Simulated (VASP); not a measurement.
Input:

```yaml
crystal:
  lattice:
    - [0.00000, 2.39290, 2.39290]
    - [2.39290, 0.00000, 2.39290]
    - [2.39290, 2.39290, 0.00000]
  atoms:
    - { symbol: Li, position: [0.00000, 0.00000, 0.00000] }
    - { symbol: Cl, position: [0.50000, 0.50000, 0.50000] }
```

The numbers are results of r2SCAN meta-GGA, VASP's PBE PAW potentials (set 64) (plane waves; VASP), not measurements. Settings: 600 eV cut-off, 8×8×8 Γ-centred mesh, Gaussian smearing of 0.050 eV, potentials Li_sv Cl.

Task: Estimate the energy per atom (σ→0), pressure, band gap (on the k-mesh) with the smallest direct gap where there is one.

Result: 
```yaml
band gap (on the k-mesh): 7.76 eV
smallest direct gap (on the k-mesh): 8.14 eV
energy per atom (σ→0): -6.219 eV/atom
pressure: 9.98 GPa
```

Total energies compare only between runs with the same potentials, cut-off and functional.

The compound is LiCl in the rock salt structure. It was relaxed first under an external pressure of 10 GPa.
